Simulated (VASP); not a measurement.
All values below come from r2SCAN meta-GGA, VASP's PBE PAW potentials (set 64) (plane waves; VASP).

The input files of a VASP run:

POSCAR:
```
ZrC
1
    0.0000000000     2.3500000000     2.3500000000
    2.3500000000     0.0000000000     2.3500000000
    2.3500000000     2.3500000000     0.0000000000
Zr C
1 1
Direct
  0.0000000000   0.0000000000   0.0000000000
  0.5000000000   0.5000000000   0.5000000000
```

### INCAR
```
ALGO=Normal
EDIFF=1E-6
EDIFFG=-0.01
ENCUT=530
IBRION=2
ISIF=3
ISMEAR=1
LASPH=.TRUE.
LCHARG=.FALSE.
LMAXMIX=4
LMIXTAU=.TRUE.
LREAL=.FALSE.
LWAVE=.FALSE.
METAGGA=R2SCAN
NELM=100
NSW=60
PREC=Accurate
SIGMA=0.1
SYSTEM=ZrC
```

### KPOINTS
```
Regular mesh
0
Gamma
 12 12 12
0 0 0
```

POTCAR, in this order: Zr_sv C (PBE.64 set). Program: vasp_std.

The run wrote:

**OUTCAR**
```
 ion  position               nearest neighbor table
   1  0.000  0.000  0.000-   2 2.35   2 2.35   2 2.35   2 2.35   2 2.35   2 2.35
   2  0.500  0.500  0.500-   1 2.35   1 2.35   1 2.35   1 2.35   1 2.35   1 2.35
  LATTYP: Found a face centered cubic cell.
 ALAT       =     4.7000000000
 Subroutine PRICEL returns:
 Original cell was already a primitive cell.
 Subroutine GETGRP returns: Found 48 space group operations
The static configuration has the point symmetry O_h .
The dynamic configuration has the point symmetry O_h .
 Subroutine INISYM returns: Found 48 space group operations
 Subroutine IBZKPT returns following result:
 Found     72 irreducible k-points:

 Following reciprocal coordinates:
            Coordinates               Weight
  0.000000  0.000000  0.000000      1.000000
  0.083333  0.000000  0.000000      8.000000
  0.166667  0.000000  0.000000      8.000000
  0.250000  0.000000  0.000000      8.000000
  0.333333  0.000000  0.000000      8.000000
  0.416667  0.000000  0.000000      8.000000
  0.500000  0.000000  0.000000      4.000000
  0.083333  0.083333  0.000000      6.000000
  0.166667  0.083333  0.000000     24.000000
...
```

### OSZICAR
```
       N       E                     dE             d eps       ncg     rms          rms(c)
DAV:   1     0.961705830591E+02    0.96171E+02   -0.93293E+03  1728   0.140E+03
DAV:   2    -0.376132826864E+02   -0.13378E+03   -0.12639E+03  2040   0.349E+02
DAV:   3    -0.440988705362E+02   -0.64856E+01   -0.63624E+01  2672   0.676E+01
DAV:   4    -0.443431500413E+02   -0.24428E+00   -0.24392E+00  2220   0.121E+01
DAV:   5    -0.443505527973E+02   -0.74028E-02   -0.74020E-02  2584   0.169E+00    0.225E+01
DAV:   6    -0.339826510606E+02    0.10368E+02   -0.12709E+01  2044   0.330E+01    0.659E+00
DAV:   7    -0.347173439837E+02   -0.73469E+00   -0.55651E-01  1988   0.843E+00    0.433E+00
DAV:   8    -0.343633657709E+02    0.35398E+00   -0.57615E-01  1988   0.887E+00    0.131E+00
DAV:   9    -0.347124666482E+02   -0.34910E+00   -0.35861E-01  1952   0.619E+00    0.480E-01
DAV:  10    -0.347217067997E+02   -0.92402E-02   -0.96073E-03  1960   0.985E-01    0.428E-01
DAV:  11    -0.347081812185E+02    0.13526E-01   -0.56723E-02  2064   0.175E+00    0.396E-01
DAV:  12    -0.347195749585E+02   -0.11394E-01   -0.17490E-02  1972   0.110E+00    0.840E-02
DAV:  13    -0.347217265322E+02   -0.21516E-02   -0.14727E-03  1988   0.343E-01    0.322E-02
DAV:  14    -0.347221496821E+02   -0.42315E-03   -0.85392E-04  2008   0.241E-01    0.255E-02
DAV:  15    -0.347221539408E+02   -0.42587E-05   -0.16661E-05  2516   0.344E-02    0.258E-02
DAV:  16    -0.347221588744E+02   -0.49336E-05   -0.16778E-05  1892   0.340E-02    0.263E-02
DAV:  17    -0.347221583326E+02    0.54180E-06   -0.28190E-07   956   0.573E-03
   1 F= -.34722158E+02 E0= -.34722134E+02  d E =-.347222E+02
       N       E                     dE             d eps       ncg     rms          rms(c)
DAV:   1    -0.347629116109E+02   -0.40753E-01   -0.20549E+00  1760   0.174E+01    0.282E+00
DAV:   2    -0.347220104243E+02    0.40901E-01   -0.15319E-01  1760   0.481E+00    0.902E-01
DAV:   3    -0.347158411479E+02    0.61693E-02   -0.51162E-02  2140   0.217E+00    0.352E-01
DAV:   4    -0.347167456766E+02   -0.90453E-03   -0.54955E-03  2036   0.762E-01    0.151E-01
DAV:   5    -0.347178160789E+02   -0.10704E-02   -0.15773E-03  2596   0.296E-01    0.135E-01
DAV:   6    -0.347181284449E+02   -0.31237E-03   -0.54802E-04  2648   0.225E-01    0.267E-02
DAV:   7    -0.347181934043E+02   -0.64959E-04   -0.24092E-04  2084   0.149E-01    0.192E-02
DAV:   8    -0.347181908416E+02    0.25627E-05   -0.17583E-05  2008   0.532E-02    0.111E-02
DAV:   9    -0.347181948727E+02   -0.40311E-05   -0.42367E-06  1840   0.209E-02    0.126E-03
DAV:  10    -0.347181942245E+02    0.64821E-06   -0.39207E-07   896   0.657E-03
   2 F= -.34718194E+02 E0= -.34718157E+02  d E =0.396411E-02
       N       E                     dE             d eps       ncg     rms          rms(c)
DAV:   1    -0.347448820925E+02   -0.26687E-01   -0.92347E-01  1756   0.115E+01    0.193E+00
DAV:   2    -0.347252021748E+02    0.19680E-01   -0.62976E-02  1744   0.317E+00    0.592E-01
DAV:   3    -0.347220906741E+02    0.31115E-02   -0.23236E-02  2192   0.150E+00    0.270E-01
DAV:   4    -0.347228351078E+02   -0.74443E-03   -0.22606E-03  1984   0.506E-01    0.122E-01
DAV:   5    -0.347232926948E+02   -0.45759E-03   -0.59328E-04  2552   0.183E-01    0.903E-02
DAV:   6    -0.347234775234E+02   -0.18483E-03   -0.35424E-04  2788   0.162E-01    0.220E-02
DAV:   7    -0.347234897683E+02   -0.12245E-04   -0.12109E-04  1996   0.109E-01    0.115E-02
DAV:   8    -0.347234909704E+02   -0.12021E-05   -0.37600E-06  1904   0.214E-02    0.858E-03
DAV:   9    -0.347234917413E+02   -0.77087E-06   -0.25331E-06  1596   0.159E-02
   3 F= -.34723492E+02 E0= -.34723464E+02  d E =-.133341E-02
```

OUTCAR:
```
------------------------ aborting loop because EDIFF is reached ----------------------------------------
  FORCE on cell =-STRESS in cart. coord.  units (eV):
  Direction    XX          YY          ZZ          XY          YZ          ZX
  --------------------------------------------------------------------------------------
  Total       -0.0025462     -0.0025462     -0.0025462     -0.0000000     -0.0000000      0.0000000
  in kB       -0.1558435     -0.1558435     -0.1558435     -0.0000000     -0.0000000      0.0000000
  external PRESSURE =      -0.1558435 kB  Pullay stress =       0.0000000 kB
  volume of cell :       26.18
      direct lattice vectors                 reciprocal lattice vectors
     0.000000000  2.356642814  2.356642814    -0.212166221  0.212166221  0.212166221
     2.356642814 -0.000000000  2.356642814     0.212166221 -0.212166221  0.212166221
     2.356642814  2.356642814  0.000000000     0.212166221  0.212166221 -0.212166221
 POSITION                                       TOTAL-FORCE (eV/Angst)
 -----------------------------------------------------------------------------------
      0.00000     -0.00000      0.00000        -0.000000      0.000000     -0.000000
      2.35664      2.35664      2.35664         0.000000      0.000000      0.000000
 -----------------------------------------------------------------------------------
    total drift:                                0.000000      0.000000      0.000000
  FREE ENERGIE OF THE ION-ELECTRON SYSTEM (eV)
  ---------------------------------------------------
  free  energy   TOTEN  =       -34.7234917413 eV

  energy  without entropy=      -34.7234079742  energy(sigma->0) =      -34.72346382

 reached required accuracy - stopping structural energy minimisation
```
(Selected blocks of OUTCAR.)

**CONTCAR**
```
ZrC
   1.00000000000000
     0.0000000000000000    2.3566428143660154    2.3566428143660154
     2.3566428143660154   -0.0000000000000000    2.3566428143660154
     2.3566428143660154    2.3566428143660154    0.0000000000000000
  Zr              C
     1     1
Direct
     0.0000000000000000    0.0000000000000000    0.0000000000000000
     0.5000000000000000    0.5000000000000000    0.5000000000000000
```

The compound is ZrC in the rock salt structure. This run relaxes it. Symmetry was kept, so distortions that lower it aren't found.
